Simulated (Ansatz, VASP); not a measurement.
# Sc6SiO11 (glassy 75Sc2O3-25SiO2 (mol %)): VASP beside Ansatz, part 3 of 3

Aim: how closely do two programs agree when they are given the same cell, functional and k mesh? Of the first pair: The structure shown is the start of the Ansatz relaxation below; VASP solves that cell, so the two are compared at the walk's first step.

VASP 6.6.1 and Ansatz 0.2.0.

So far. Step 3 (VASP: single point, PBE, start cell, pair 1): The run ends at a pressure of 0.60 GPa, with forces up to 3.5 eV/Å.

### 6. VASP: single point, PBE, relaxed cell, pair 2

Level of this step: PBE; plane waves and PAW (Sc_sv, Si, O) (VASP).

The same cell, functional, mesh and smearing now go to VASP, with its own data sets.

INCAR

```
SYSTEM = Sc6SiO11
PREC = Accurate
ENCUT = 600
EDIFF = 1E-06
NELM = 120
ISMEAR = -1
SIGMA = 0.05
LREAL = Auto
ALGO = Normal
GGA = PE
NBANDS = 328
LASPH = .TRUE.
LORBIT = 11
LWAVE = .FALSE.
LCHARG = .FALSE.
ISIF = 2
GGA_COMPAT = .FALSE.
EFERMI = MIDGAP
NCORE = 2
```

POSCAR

```
Sc6SiO11
1.0
    9.9196550000     -0.0774530000     -0.1664650000
   -0.0774530000      9.5766670000      0.1080970000
   -0.1664650000      0.1080970000      9.6788630000
Sc Si O
24 4 44
Direct
    0.6729300000      0.3854300000      0.1968200000
    0.4660300000      0.9882100000      0.9488100000
    0.6732900000      0.2497900000      0.9085500000
    0.4792100000      0.2544300000      0.4581800000
    0.0594900000      0.3569200000      0.1366900000
    0.3290200000      0.3804100000      0.8968100000
    0.1761500000      0.7706500000      0.4412000000
    0.7894400000      0.3260700000      0.5650400000
    0.1763400000      0.3920800000      0.5143500000
    0.7699200000      0.6904900000      0.6291500000
    0.2583400000      0.0274500000      0.6310600000
    0.4420200000      0.8905400000      0.3286400000
    0.4953700000      0.5818800000      0.6122500000
    0.9611500000      0.5645200000      0.3417500000
    0.8592600000      0.5366700000      0.9593200000
    0.0179100000      0.9726200000      0.2261900000
    0.6102500000      0.9968600000      0.6553100000
    0.3701300000      0.5146900000      0.2712000000
    0.5487500000      0.6443600000      0.9230800000
    0.7069600000      0.0649300000      0.2803200000
    0.2430500000      0.7056100000      0.0544300000
    0.3092000000      0.1812800000      0.1409900000
    0.0982900000      0.5905600000      0.7636200000
    0.0400500000      0.2346100000      0.8168200000
    0.9251500000      0.0104700000      0.5490600000
    0.0895700000      0.9106200000      0.8940600000
    0.6494600000      0.7029600000      0.3332000000
    0.7947900000      0.8959800000      0.9751700000
    0.1536700000      0.4596200000      0.2947200000
    0.9249200000      0.9122200000      0.8722300000
    0.7544200000      0.7296500000      0.9913000000
    0.1484100000      0.0508800000      0.8165400000
    0.8793200000      0.3146000000      0.9031000000
    0.6839400000      0.1973200000      0.1169100000
    0.1305300000      0.9030200000      0.0591800000
    0.1185900000      0.1614000000      0.2239700000
    0.8755600000      0.4577100000      0.1780400000
    0.3079600000      0.7219500000      0.2663900000
    0.4204100000      0.7854400000      0.9842400000
    0.4427900000      0.2135200000      0.9481600000
    0.3882500000      0.4559800000      0.4805600000
    0.6742400000      0.4931200000      0.6077200000
    0.9023200000      0.6040400000      0.7603800000
    0.6893200000      0.2860700000      0.3870800000
    0.9367100000      0.1582000000      0.6349100000
    0.4297200000      0.9932800000      0.7426000000
    0.8882400000      0.0473000000      0.3835500000
    0.0692900000      0.9288300000      0.5548000000
    0.0308400000      0.7682700000      0.2990900000
    0.1617500000      0.3836000000      0.7370200000
    0.6560300000      0.4527400000      0.9750000000
    0.1664300000      0.7755800000      0.8357600000
    0.5836200000      0.5747500000      0.2413300000
    0.5448100000      0.7290000000      0.4588200000
    0.7980100000      0.9118300000      0.6027300000
    0.4062900000      0.0092200000      0.1562200000
    0.9620900000      0.4153300000      0.4913100000
    0.6072900000      0.7333100000      0.7358000000
    0.1733300000      0.2748400000      0.9906600000
    0.3185500000      0.9074800000      0.4817900000
    0.0678700000      0.5508300000      0.9890100000
    0.4332100000      0.3040600000      0.2591000000
    0.5565300000      0.0492900000      0.4414500000
    0.1530400000      0.6068300000      0.5606000000
    0.2885200000      0.2076800000      0.5343000000
    0.6496700000      0.2022600000      0.6879900000
    0.6387600000      0.8547700000      0.2524000000
    0.8452200000      0.9723600000      0.1181700000
    0.7942100000      0.6642600000      0.4072200000
    0.3436300000      0.5157600000      0.0604700000
    0.4157100000      0.5372200000      0.7922700000
    0.6697900000      0.9908600000      0.9034600000
```

KPOINTS

```
Automatic mesh
0
Gamma
1 1 1
0 0 0
```

The projector-augmented-wave data sets are Sc_sv, Si and O (PBE family, release 64).

Launch:

```
> mpirun -np 8 vasp_gam
```

Numbers of over 12 decimals in the logs are rounded to 6 here.

The log of the run:

```text
[... set-up lines as in an earlier step ...]
 entering main loop
       N       E                     dE             d eps       ncg     rms          rms(c)
DAV:   1     0.144804674383E+05    0.14480E+05   -0.28911E+05   656   0.222E+03
DAV:   2     0.307596169738E+04   -0.11405E+05   -0.11114E+05   696   0.761E+02
DAV:   3    -0.123762740623E+03   -0.31997E+04   -0.30571E+04   960   0.401E+02
DAV:   4    -0.739505514526E+03   -0.61574E+03   -0.60812E+03  1056   0.180E+02
[...]
DAV:  18    -0.625865948178E+03   -0.31828E-05   -0.88152E-05   864   0.217E-02    0.300E-02
DAV:  19    -0.625865947813E+03    0.36485E-06   -0.27825E-05   840   0.123E-02    0.162E-02
DAV:  20    -0.625865946929E+03    0.88399E-06   -0.64341E-06   776   0.932E-03
   1 F= -.62586595E+03 E0= -.62586595E+03  d E =-.137539E-15
```

OUTCAR, selected parts (step 6):

```text
  Total        3.5339423      3.5209110      3.3418862     -0.2191605     -0.1025575     -0.2700108
  in kB        6.1608551      6.1381371      5.8260363     -0.3820708     -0.1787923     -0.4707200
  external PRESSURE =       6.0416762 kB  Pullay stress =       0.0000000 kB

 POSITION                                       TOTAL-FORCE (eV/Angst)
 -----------------------------------------------------------------------------------
      6.61262      3.66029      1.83464        -0.026415      0.030915     -0.003973
      4.38837      9.53023      9.21265        -0.009257      0.033600      0.021012
      6.50822      2.43822      8.70865        -0.016119     -0.038042     -0.048789
      4.65762      2.44900      4.38239         0.030868     -0.011658      0.066737
      0.53972      3.42827      1.35168        -0.045853     -0.003488     -0.005571
      3.08501      3.71452      8.66645        -0.011578     -0.022271     -0.033255
      1.61421      7.41431      4.32430        -0.007847     -0.010216     -0.007952
      7.71166      3.12260      5.37278         0.032937     -0.038101      0.042421
      1.63324      3.79676      4.99135        -0.003579     -0.031986     -0.010176
      7.47913      6.62097      6.03593         0.034477      0.039943     -0.042509
      2.45547      0.31109      6.06791        -0.055569      0.000103      0.031371
      4.26100      8.52969      3.20355        -0.007598     -0.008855     -0.012817
      4.76691      5.60029      5.90632        -0.050608      0.022254     -0.019356
      9.43366      5.36872      3.20878         0.031702      0.038137     -0.018390
[...]
-----------------------------------------------------------------------------------
    total drift:                               -0.009889      0.007964     -0.004036

  FREE ENERGIE OF THE ION-ELECTRON SYSTEM (eV)
  ---------------------------------------------------
  free  energy   TOTEN  =      -625.8659469287 eV

  energy  without entropy=     -625.8659469287  energy(sigma->0) =     -625.86594693

[... 1 part as in an earlier step ...]

[... 2 further parts left out ...]
[key lines of the parts left out:]
E-fermi :   3.9943
```

The run ends at a pressure of 0.60 GPa, with forces up to 0.074 eV/Å.

### 7. Side by side

What differs besides the data sets and the points named for the pairs above, as far as they apply: the cutoff is 420 eV in Ansatz and 600 eV in VASP (PREC = Accurate, projectors in real space). Total energies have different zeros and are not compared.

The two programs side by side:

```csv
quantity,Ansatz,VASP,difference
pressure (GPa),0.00,0.60,-0.61
gap on the k mesh (eV),3.829,3.807,+0.022
```

Forces on 7 of the 72 atoms, those with the largest forces and the largest differences (eV/Å; atoms numbered as in POSCAR):

```csv
atom,"Ansatz x, y, z","VASP x, y, z"
Sc3,"0.008, -0.001, -0.005","-0.016, -0.038, -0.049"
Sc4,"-0.001, -0.007, 0.001","0.031, -0.012, 0.067"
Sc8,"0.004, -0.010, -0.001","0.033, -0.038, 0.042"
Sc10,"-0.007, -0.003, 0.002","0.034, 0.040, -0.043"
Sc11,"-0.011, 0.002, -0.008","-0.056, 0.000, 0.031"
Sc19,"0.000, -0.001, -0.005","0.039, -0.023, 0.044"
O58,"-0.005, -0.007, 0.004","-0.028, 0.054, 0.030"
```

The forces differ by 23 meV/Å r.m.s., where the r.m.s. force is 0.006 eV/Å in Ansatz and 0.023 eV/Å in VASP: the atoms lie near their places of rest in Ansatz, so a percentage would say little (all taken over all components). A gap on the mesh is an upper bound, since the band edges may lie between its points.

### 8. Outcome

* r.m.s. force difference (single point, PBE, start cell, pair 1): 3.0 % of the r.m.s. force
* r.m.s. force difference (single point, PBE, relaxed cell, pair 2): 23 meV/Å
* difference in pressure (single point, PBE, relaxed cell, pair 2): -0.61 GPa

The r.m.s. force difference is 23 meV/Å (single point, PBE, relaxed cell, pair 2), beyond the 12 meV/Å picked in this series as the mark of a large difference. What causes the difference of the single point, PBE, relaxed cell, pair 2 pair stays open here. How closely two codes agree says nothing of how well the functional describes the real material.

[Lines on the potential files, build, host, timing and source positions are cut from VASP's logs without a mark.]

[Logs are printed without paths, hosts, clocks, repeated set-up lines and the standing remarks that a program may print on its own settings, such as how far it seeks lower states.]

[Hosts, paths, dates, database ids (printed as entryN), source tags and the programs' standing remarks are cut or masked in the printed files.]
